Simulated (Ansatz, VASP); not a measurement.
**Sb (antimonene bilayer, AA'): VASP beside Ansatz**

Aim: how closely do two programs agree when they are given the same cell, functional and k mesh? The structure shown is the start of the Ansatz relaxation below; VASP solves that cell, so the two are compared at the walk's first step.

Calculated with Ansatz 0.2.0; plane waves, with VASP 6.6.1 beside it; single point at PBE with D3(BJ).

### Step 1. The starting structure

The cell holds 4 atoms: 4 Sb. Cell: a = 4.120 Å, b = 4.120 Å, c = 43.600 Å, α = 90.0°, β = 90.0°, γ = 120.0°. Vacuum lies along c.

Coordinates:

```cif
data_structure
_symmetry_space_group_name_H-M 'P 1'
_symmetry_Int_Tables_number 1
_cell_length_a 4.1200
_cell_length_b 4.1200
_cell_length_c 43.6000
_cell_angle_alpha 90.000
_cell_angle_beta 90.000
_cell_angle_gamma 120.000
_cell_volume 640.93
loop_
_atom_site_label
_atom_site_type_symbol
_atom_site_fract_x
_atom_site_fract_y
_atom_site_fract_z
_atom_site_occupancy
Sb1 Sb 0.66667 0.33333 0.42775 1
Sb2 Sb 0.33333 0.66667 0.46560 1
Sb3 Sb 0.33333 0.66667 0.53440 1
Sb4 Sb 0.66667 0.33333 0.57225 1
```

### Step 2. Ansatz: relaxation, PBE with D3(BJ)

Ansatz runs on its default PAW (the set named soft_2) files.

The two programs are compared at the cell with which this relaxation starts, whose forces are those of its first step.

input.yaml

```yaml
crystal:
  lattice:
    - [4.12, 0.0, 0.0]
    - [-2.06, 3.5680246636, 0.0]
    - [0.0, 0.0, 43.5999999986]
  atoms:
    - { symbol: Sb, position: [0.6666666667, 0.3333333333, 0.4277522936] }
    - { symbol: Sb, position: [0.3333333333, 0.6666666667, 0.4655963303] }
    - { symbol: Sb, position: [0.3333333333, 0.6666666667, 0.5344036697] }
    - { symbol: Sb, position: [0.6666666667, 0.3333333333, 0.5722477064] }
  periodic: [true, true, false]
kpoints:
  mp_grid: { grid: [12, 12, 1] }
hamiltonian:
  xc: pbe
  dispersion: d3bj
scf:
  occupations: { method: fermi_dirac, width: 0.05 }
  convergence: { dr2_threshold: 1.0e-09 }
relax:
  f_tol: 0.004
  max_steps: 90
  cell: {}
output:
  write_potential: true
  write_density: true
  volumetric_format: npy
```

Command:

```console
$ ansatz run input.yaml --threads 4 --pin off --max-ram 8192MiB --backend cpu --events-out ev --progress --plain --runs-dir out
```

Numbers of over 12 decimals in the logs are rounded to 6 here.

Log:

```text
Warning: relax.cell: scf.convergence.dr2_threshold = 1e-9 eV is looser than the 1.50551394521e-10 eV advised for a relaxation that steers and ends on the stress (1e-10 eV for each atom of the cell: 4, times the square of relax.cell.stress_2d_tol = 0.05 N/m over 16.3 Å (the atoms' height at the walk's start and 5 Å past either face), 3.067e-2 GPa, over a crystal's default 0.05). What an SCF threshold leaves in a stress goes as its square root, and in the free energy as the threshold itself, and one threshold admits the most on a small cell: [figures from the program's tests cut] Set scf.convergence.dr2_threshold to 1.50551394521e-10 eV or tighter. [rest of the remark cut]
Engine: ansatz 0.2.0, x86_64-unknown-linux-gnu
Pseudopotentials: kind: paw
Pseudopotential: Sb, paw, valence charge 15, recommended cutoff 420 eV (normal), Sb.paw.azcp
Functional definition: PBE
  parameter kappa = 0.804
  parameter beta = 0.066725
  exchange = pbe_x(kappa = kappa, mu = beta*pi^2/3)
  correlation = pbe_c(beta = beta)
Crystal: 4 atoms, lattice volume = 640.931 Å³
Basis set: ecut = 420 eV, 12397 PW (Γ), exchange–correlation on 60×60×600 points (8 copies of the dense FFT grid, shifted against one another)
Bands: 36, of which v1, the nominal top of the filled ones, is band 30 counted from 1 (29 counted from 0)
Symmetry: 12 space group operations
Space group: P-6m2 (ITA 187), of the structure as read, at distance tolerance 8.6e-5 Å
k-points: 19 of 144 (time reversal used)
Non-local potential: Sb, projectors of the file, l = 0: 2, l = 1: 2, l = 2: 2, l = 3: 2
PAW form: soft (Blöchl's): semilocal exchange-correlation on the pseudo side does not see the compensation charge
PAW one-centre angular grid: Sb, 590 points (default); XC on 64 Gauss nodes
Initial density: superposition of atomic densities (neutral atoms: chi_scale 0, normalization atom), corrected by the library's trained network
Initial wavefunctions: pseudopotential atomic-orbital guess
Functional: x = pbe(κ = 0.804, μ = 0.219515), c = pbe(β = 0.066725)
SCF iter   1: F=—  HF=-25938.287508 eV  |F-HF|=—  |Δ(HF+E_count)|=         —  Δρ=8.62e-4  dr2=7.62e-3  ethr=1.77e-3  ⟨swp⟩=16.2  Hψ=4421  notcnv=0
preconditioner: auto → LDOS  [metal: Δε(μ)=0.020 eV  Ē_g=7.379 eV  σ=0.050 eV  W_gap=0.10  n_scr=66 (ndim 8)  ℏωp=6.6 eV  f_vac=0.759  D(μ)=3.55/eV (n_scr^D=12)  β→1.0]
SCF iter   2: F=—  HF=-25938.283427 eV  |F-HF|=—  |Δ(HF+E_count)|=   4.08e-3  Δρ=4.16e-4  dr2=9.68e-4  ethr=1.27e-5  ⟨swp⟩=3.2  Hψ=1732  notcnv=0  defer=4
SCF iter   3: F=—  HF=-25938.283639 eV  |F-HF|=—  |Δ(HF+E_count)|=   2.12e-4  Δρ=1.75e-4  dr2=2.31e-4  ethr=1.61e-6  ⟨swp⟩=3.0  Hψ=1436  notcnv=0  defer=4
SCF iter   4: F=—  HF=-25938.283611 eV  |F-HF|=—  |Δ(HF+E_count)|=   2.81e-5  Δρ=6.01e-5  dr2=2.57e-5  ethr=3.85e-7  ⟨swp⟩=2.6  Hψ=1316  notcnv=0  defer=4
SCF iter   5: F=—  HF=-25938.283615 eV  |F-HF|=—  |Δ(HF+E_count)|=   3.70e-6  Δρ=2.04e-5  dr2=4.16e-6  ethr=4.29e-8  ⟨swp⟩=2.8  Hψ=1385  notcnv=0  defer=4
SCF iter   6: F=—  HF=-25938.283596 eV  |F-HF|=—  |Δ(HF+E_count)|=   1.91e-5  Δρ=7.66e-6  dr2=5.56e-7  ethr=6.93e-9  ⟨swp⟩=3.0  Hψ=1387  notcnv=0  defer=4
SCF iter   7: F=—  HF=-25938.283596 eV  |F-HF|=—  |Δ(HF+E_count)|=   5.72e-8  Δρ=2.45e-6  dr2=8.49e-8  ethr=9.27e-10  ⟨swp⟩=2.7  Hψ=1334  notcnv=0  defer=4
SCF iter   8: F=—  HF=-25938.283596 eV  |F-HF|=—  |Δ(HF+E_count)|=   5.16e-9  Δρ=1.12e-6  dr2=9.28e-9  ethr=1.42e-10  ⟨swp⟩=3.9  Hψ=1663  notcnv=0  defer=4
SCF iter   9: F=—  HF=-25938.283596 eV  |F-HF|=—  |Δ(HF+E_count)|=   2.99e-9  Δρ=3.05e-7  dr2=1.22e-9  ethr=1.55e-11  ⟨swp⟩=2.2  Hψ=1283  notcnv=0  defer=4
SCF iter  10: F=-25938.283596 eV  HF=-25938.283596 eV  |F-HF|=4.77e-10  |Δ(HF+E_count)|=   2.48e-9  Δρ=7.48e-8  dr2=9.86e-11  ethr=1.67e-12  ⟨swp⟩=11.4  Hψ=4603  notcnv=0
SCF 1 converged in 10 iterations: F = -25938.283596 eV  dr2 = 9.86e-11
  greatest PAW one-centre occupation: 0.996 electrons in one spin orbital (limit 2), on the Sb atom at site 2 (counted from 0), in its partial waves of l = 2
relax step   1: F+E_penalty+E_count = -25938.28359576 eV  Δ(F+E_penalty+E_count) = +0.000e0 eV  max|allowed force component| = 1.096e0 eV/Å  Δτ_max = 0.0000 Å  P = -0.047 N/m  Ω = 640.931 Å³  fix = [c, alpha, beta]  reactions: c -0.000 N/m  (10 SCF iters, accepted)
[...]
relax step   7: F+E_penalty+E_count = -25938.74217762 eV  Δ(F+E_penalty+E_count) = -3.434e-4 eV  max|allowed force component| = 1.242e-3 eV/Å  Δτ_max = 0.0098 Å  P = -0.003 N/m  Ω = 624.275 Å³  energy of the carried Pulay correction = +6.363e-4 eV  fix = [c, alpha, beta]  reactions: c -0.000 N/m  (8 SCF iters, accepted)
[...]
relax step   8: F+E_penalty+E_count = -25938.74149957 eV  Δ(F+E_penalty+E_count) = +6.780e-4 eV  max|allowed force component| = 1.310e-3 eV/Å  Δτ_max = 0.0000 Å  P = -0.000 N/m  Ω = 624.275 Å³  fix = [c, alpha, beta]  reactions: c -0.000 N/m  stress off target by 3.04e-4 N/m on what of the cell is left free  SCF on the basis re-selected at this cell (its energy is not comparable with the rows above)  (5 SCF iters)
basis re-selected at this cell: Δ(F+E_penalty+E_count) = +6.780e-4 eV, ΔP = +0.003 N/m vs the last step (what re-selecting the basis moved, of the pressure what is left beyond the Pulay correction that the steps carried, after the strain that the cell walked since its last selection, with what the two solves' SCF thresholds leave and, on support functions, any second-order correction that the steps lacked; it is no m [...]
WARN: The output density's exchange-correlation potential varies sharply where the density is thin. Do not read a vacuum level from v_tot or v_xc, or from such a field of the output density. On a cell that repeats whose density bears no net charge and no dipole along the vacuum's axis use v_es (v_loc + v_h of the components); under efield.dipole_correction with no amplitude use v_es + v_field, which holds any externa [...]
SCF converged after 5 iterations
Free energy (F): -25938.741500 eV
Harris-Foulkes:  -25938.741500 eV  (|F-HF|=6.98e-10)
Internal energy: -25938.741489 eV  (E = F + TS)
E sigma→0 (E₀):  -25938.741494 eV
Entropy (-TS):   -0.000010 eV (-0.003 meV/atom)
Fermi energy:    -4.257918 eV
--- Per-component energies (eV) ---
  E_band       = -1516.103469
  E_kinetic    = 826.350155
  E_local      = -177214.978932  (includes V_loc(G=0)·N_el)
  E_nonlocal   = 1448.557281
  E_hartree    = 87891.824696
  E_xc         = -552.145812
  E_vxc        = -382.519739  (∫ρ·V_xc dr)
  E_paw        = -18301.021020  (= ΣΔE_a)
  E_vpaw       = -1977.158967  (= ΣTr[D̂ρ^β])
  E_aug_tail   = -0.000006  (compensation charges beyond the density's cutoff)
  E_ewald      = 79963.806939
  E_disp       = -1.134790  (pairwise vdW)
  E_smearing   = -0.000010  (= −TS)
  E_closure    = -0.000000  (closes the sum)
  Σ components = -25938.741500   (vs F -25938.741500, Δ=0.00e0)
--- Forces (eV/Å), atoms counted from 1 ---
  atom   1  Sb     0.00000000     0.00000000    -0.00131041
  atom   2  Sb    -0.00000000    -0.00000000    -0.00003498
  atom   3  Sb    -0.00000000    -0.00000000     0.00003498
  atom   4  Sb     0.00000000     0.00000000     0.00131041
  max |Σ_I F_I| component: 9.25e-18 eV/Å
--- 2D stress c σ (N/m, compression-positive) ---
       -0.000304      -0.000000      -0.000000
       -0.000000      -0.000304       0.000000
        0.000000       0.000000       0.000000
  P = ½ c Tr σ = -0.0003 N/m
--- Band table (eV; the first three rows and the last of 19) ---
  k-point 0: bands = [... 26 lower, -4.7346, -4.7346, -4.6832, -4.6832, -3.1645, -2.7270, -1.9860, -1.9860, ... 2 higher]
  k-point 1: bands = [... 26 lower, -5.4360, -4.9134, -4.8945, -4.8622, -2.6759, -2.3714, -2.0896, -1.8379, ... 2 higher]
  k-point 2: bands = [... 26 lower, -5.8780, -5.3082, -5.2571, -4.8792, -3.0832, -2.8127, -1.5333, -1.5149, ... 2 higher]
  k-point 18: bands = [... 26 lower, -7.0762, -6.7458, -6.6092, -6.3297, -3.6429, -3.1934, -1.6703, -1.6558, ... 2 higher]
  the weakly bound empty levels are not read free of the cell's end (no_gap_told)
--- Relaxed structure (7 steps of the walk, 6 accepted, 1 SCFs on fresh bases) ---
  F+E_penalty+E_count = -25938.74149957 eV   max|allowed force component| = 1.310e-3 eV/Å   (the final SCF, on the basis selected at the relaxed cell)
  cell:  # Å, volume = 624.2746 Å³
    - [4.066111, 0, 0.0]
    - [-2.033056, 3.521356, 0.0]
    - [0.0, 0.0, 43.5999999986]
  atoms:
    - { symbol: Sb, position: [0.666667, 0.333333, 0.415759] }
    - { symbol: Sb, position: [0.333333, 0.666667, 0.453657] }
    - { symbol: Sb, position: [0.333333, 0.666667, 0.546343] }
    - { symbol: Sb, position: [0.666667, 0.333333, 0.584241] }
```

In the SCF lines HF is the Harris–Foulkes energy and dr2 the Hartree energy of the density residual, in eV; the loop may stop once dr2 is under the threshold and the program's other checks hold. Hψ counts applications of the Hamiltonian.

### Step 3. VASP: single point, PBE with D3(BJ), start cell

The same cell, functional, mesh and smearing now go to VASP, with its own data sets.

Lines of VASP's logs that name or quote its potential files are left out, and so is its time.

INCAR

```
SYSTEM = Sb
PREC = Accurate
ENCUT = 400
EDIFF = 1E-06
NELM = 120
ISMEAR = -1
SIGMA = 0.05
LREAL = .FALSE.
ALGO = Normal
GGA = PE
IVDW = 12
NBANDS = 16
LORBIT = 11
LWAVE = .FALSE.
LCHARG = .FALSE.
ISIF = 2
LDIPOL = .TRUE.
IDIPOL = 3
DIPOL = 0.5 0.5 0.5
LVHAR = .TRUE.
LASPH = .TRUE.
GGA_COMPAT = .FALSE.
EFERMI = MIDGAP
NELMDL = -8
KPAR = 2
```

POSCAR

```
Sb
1.0
    4.1200000000      0.0000000000      0.0000000000
   -2.0600000000      3.5680250000      0.0000000000
    0.0000000000      0.0000000000     43.6000000000
Sb
4
Direct
    0.6666667134      0.3333334268      0.4277522936
    0.3333332866      0.6666665732      0.4655963303
    0.3333332866      0.6666665732      0.5344036697
    0.6666667134      0.3333334268      0.5722477064
```

KPOINTS

```
Automatic mesh
0
Gamma
12 12 1
0 0 0
```

Potentials, in the order of the species: Sb (PBE family, release 64).

Command:

```console
$ mpirun -np 2 vasp_std
```

Log:

```text
[banner, memory and clock lines left out]
running    2 mpi-ranks, on    1 nodes
 distrk:  each k-point on    1 cores,    2 groups
 distr:  one band on    1 cores,    1 groups

 POSCAR found type information on POSCAR Sb
 POSCAR found :  1 types and       4 ions
 LDA part: xc-table for (Slater+PW92), standard interpolation
 POSCAR, INCAR and KPOINTS ok, starting setup
 FFT: planning ... GRIDC
 FFT: planning ... GRID_SOFT
 FFT: planning ... GRID
 WAVECAR not read
 entering main loop
       N       E                     dE             d eps       ncg     rms          rms(c)
DAV:   1     0.116765561632E+03    0.11677E+03   -0.44181E+03   608   0.633E+02
DAV:   2    -0.318609325389E+01   -0.11995E+03   -0.11293E+03   928   0.121E+02
DAV:   3    -0.153982354904E+02   -0.12212E+02   -0.12140E+02   840   0.470E+01
DAV:   4    -0.156814471736E+02   -0.28321E+00   -0.28278E+00   832   0.935E+00
DAV:   5    -0.156927568839E+02   -0.11310E-01   -0.11309E-01   968   0.199E+00
DAV:   6    -0.156928714560E+02   -0.11457E-03   -0.11457E-03   936   0.177E-01
DAV:   7    -0.156928755789E+02   -0.41229E-05   -0.41226E-05  1008   0.291E-02
DAV:   8    -0.156928757053E+02   -0.12635E-06   -0.12660E-06   824   0.388E-03    0.419E+00
DAV:   9    -0.156401839813E+02    0.52692E-01   -0.32134E-02   752   0.887E-01    0.257E+00
DAV:  10    -0.156106034320E+02    0.29581E-01   -0.78003E-02   768   0.136E+00    0.150E-01
DAV:  11    -0.156107629934E+02   -0.15956E-03   -0.36265E-03   800   0.352E-01    0.980E-02
DAV:  12    -0.156105968948E+02    0.16610E-03   -0.96034E-04   856   0.154E-01    0.497E-02
DAV:  13    -0.156105513474E+02    0.45547E-04   -0.79358E-05   816   0.449E-02    0.245E-02
DAV:  14    -0.156105075859E+02    0.43762E-04   -0.13851E-04   808   0.514E-02    0.107E-02
DAV:  15    -0.156105617986E+02   -0.54213E-04   -0.15347E-05   672   0.168E-02    0.909E-03
DAV:  16    -0.156106426507E+02   -0.80852E-04   -0.21909E-05   680   0.152E-02    0.426E-03
DAV:  17    -0.156106981235E+02   -0.55473E-04   -0.64748E-06   776   0.824E-03    0.178E-03
DAV:  18    -0.156107212013E+02   -0.23078E-04   -0.18812E-06   712   0.403E-03    0.989E-04
DAV:  19    -0.156107395828E+02   -0.18381E-04   -0.68079E-07   632   0.200E-03    0.831E-04
DAV:  20    -0.156107529343E+02   -0.13352E-04   -0.47568E-07   624   0.142E-03    0.312E-04
DAV:  21    -0.156107604136E+02   -0.74792E-05   -0.20254E-07   568   0.981E-04    0.139E-04
DAV:  22    -0.156107630472E+02   -0.26336E-05   -0.10123E-07   600   0.622E-04    0.136E-04
DAV:  23    -0.156107656907E+02   -0.26434E-05   -0.98479E-08   512   0.525E-04    0.698E-05
DAV:  24    -0.156107659445E+02   -0.25383E-06   -0.36700E-09   424   0.180E-04
   1 F= -.16863875E+02 E0= -.16850427E+02  d E =-.268959E-01
```

Parts of OUTCAR (step 3):

```text
ion  position               nearest neighbor table
   1  0.667  0.333  0.428-   2 2.89   2 2.89   2 2.89
   2  0.333  0.667  0.466-   1 2.89   1 2.89   1 2.89   3 3.00
   3  0.333  0.667  0.534-   4 2.89   4 2.89   4 2.89   2 3.00
   4  0.667  0.333  0.572-   3 2.89   3 2.89   3 2.89

  LATTYP: Found a hexagonal cell.
 ALAT       =     4.1200000000
 C/A-ratio  =    10.5825242718

 Subroutine GETGRP returns: Found 12 space group operations
 (whereof 12 operations were pure point group operations)

The static configuration has the point symmetry D_3h.

 Found     19 irreducible k-points:

   k-points           NKPTS =     19   k-points in BZ     NKDIM =     19   number of bands    NBANDS=     16

   dimension x,y,z NGX =    28 NGY =   28 NGZ =  288
   dimension x,y,z NGXF=    56 NGYF=   56 NGZF=  576

   ENCUT  =  400.0 eV  29.40 Ry    5.42 a.u.   6.72  6.72 71.10*2*pi/ulx,y,z

   NELECT =      20.0000    total number of electrons

 k-points in reciprocal lattice and weights: Automatic mesh
   0.00000000  0.00000000  0.00000000       0.007
   0.08333333  0.00000000  0.00000000       0.042
   0.16666667  0.00000000  0.00000000       0.042
   0.25000000 -0.00000000  0.00000000       0.042
   0.33333333 -0.00000000  0.00000000       0.042
   0.41666667  0.00000000  0.00000000       0.042
   0.50000000 -0.00000000  0.00000000       0.021
   0.08333333  0.08333333  0.00000000       0.042
   0.16666667  0.08333333  0.00000000       0.083
[...]
0.33333333  0.25000000  0.00000000       0.083
   0.33333333  0.33333333  0.00000000       0.014

 dipolmoment           0.000000      0.000000      0.000000 electrons x Angstroem

 average (electrostatic) potential at core
       1 -94.9281       2 -94.9887       3 -94.9887       4 -94.9281

 E-fermi :  -1.7765

 k-point     1 :       0.0000    0.0000    0.0000
  band No.  band energies     occupation
    ...
      6      -2.9184      2.00000
      7      -2.9183      2.00000
      8      -2.5302      2.00000
      9      -2.5302      2.00000
     10      -2.0268      1.98670
     11      -1.2363      0.00004
     12      -0.2490      0.00000
     13      -0.2490      0.00000
     14      -0.0870      0.00000
     15       0.3527      0.00000
    ...

 k-point     2 :       0.0833    0.0000    0.0000
  band No.  band energies     occupation
    ...
      6      -3.6000      2.00000
      7      -3.2617      2.00000
      8      -3.0809      2.00000
      9      -2.6984      2.00000
     10      -1.7740      0.97502
     11      -0.8482      0.00000
     12      -0.2941      0.00000
     13      -0.1226      0.00000
     14       0.0131      0.00000
     15       0.5132      0.00000
    ...

 k-point     3 :       0.1667    0.0000    0.0000
  band No.  band energies     occupation
    ...
      6      -4.2464      2.00000
      7      -4.1847      2.00000
      8      -3.4454      2.00000
      9      -3.0728      2.00000
     10      -1.7488      0.73031
     11      -1.2971      0.00014
     12      -0.3797      0.00000
     13       0.1001      0.00000
     14       0.3143      0.00000
     15       0.8936      0.00000
    ...

 Edisp (eV)   -1.25311

  Total       0.02446     0.02446     3.56494     0.00000     0.00000     0.00000
  in kB       0.06114     0.06114     8.91150     0.00000     0.00000     0.00000
  external pressure =        3.01 kB  Pullay stress =        0.00 kB

  energy-cutoff  :      400.00
  volume of cell :      640.93
      direct lattice vectors                 reciprocal lattice vectors
     4.120000000  0.000000000  0.000000000     0.242718447  0.140133547  0.000000000
    -2.060000000  3.568025000  0.000000000     0.000000000  0.280267095  0.000000000
     0.000000000  0.000000000 43.600000000     0.000000000  0.000000000  0.022935780

 POSITION                                       TOTAL-FORCE (eV/Angst)
 -----------------------------------------------------------------------------------
      2.06000      1.18934     18.65000         0.000000      0.000000     -0.080857
      0.00000      2.37868     20.30000        -0.000000     -0.000000     -1.021043
      0.00000      2.37868     23.30000        -0.000000     -0.000000      1.021043
      2.06000      1.18934     24.95000         0.000000      0.000000      0.080857
 -----------------------------------------------------------------------------------
    total drift:                               -0.000000      0.000004     -0.000000

  FREE ENERGIE OF THE ION-ELECTRON SYSTEM (eV)
  ---------------------------------------------------
  free  energy   TOTEN  =       -16.8638750024 eV

  energy  without entropy=      -16.8369790592  energy(sigma->0) =      -16.85042703

 vacuum level on the upper side and lower side of the slab         2.151         2.151

 total charge
# of ion       s       p       d       tot
------------------------------------------
    1        1.217   1.151   0.027   2.394
    2        1.231   1.163   0.033   2.428
    3        1.231   1.163   0.033   2.428
    4        1.217   1.151   0.027   2.394
--------------------------------------------------
tot          4.896   4.628   0.119   9.644

[... 3 further parts left out ...]
```

### Step 4. Differences

Known differences besides the potentials themselves: Ansatz cuts the interaction across the vacuum, VASP repeats the sheet with a dipole correction; the data sets hold 60 valence electrons in Ansatz (on its default PAW (the set named soft_2) files) and 20 in VASP; the cutoff is 420 eV in Ansatz and 400 eV in VASP. Total energies have different zeros and are not compared.

Forces (eV/Å; atoms numbered as in POSCAR):

```
atom        Ansatz x, y, z          VASP x, y, z
 Sb1  0.000, 0.000, -0.033  0.000, 0.000, -0.081
 Sb2  0.000, 0.000, -1.096  0.000, 0.000, -1.021
 Sb3   0.000, 0.000, 1.096   0.000, 0.000, 1.021
 Sb4   0.000, 0.000, 0.033   0.000, 0.000, 0.081
```

The forces differ by 37 meV/Å r.m.s., which is 8.7 % of the r.m.s. force of 0.418 eV/Å (both taken over all components). With vacuum in the cell, a pressure given here is an average over mostly empty space and none of the material.

### Step 5. Outcome

```
r.m.s. force difference (single point, PBE with D3(BJ), start cell) : 8.7 % of the r.m.s. force
```

The r.m.s. force difference is 8.7 % of the r.m.s. force (single point, PBE with D3(BJ), start cell), beyond the 3 % picked in this series as the mark of a large difference. The data sets hold unlike numbers of valence electrons (60 in Ansatz and 20 in VASP), so part of the differences comes from the potentials. What causes the difference of the single point, PBE with D3(BJ), start cell pair stays open here. 1 further run of this series is not shown here. How closely two codes agree says nothing of how well the functional describes the real material.

[Lines on the potential files, build, host, timing and source positions are cut from VASP's logs without a mark.]

[Logs are printed without paths, hosts, clocks, repeated set-up lines and the standing remarks that a program may print on its own settings, such as how far it seeks lower states.]

[Hosts, paths, dates, database ids (printed as entryN), source tags and the programs' standing remarks are cut or masked in the printed files.]
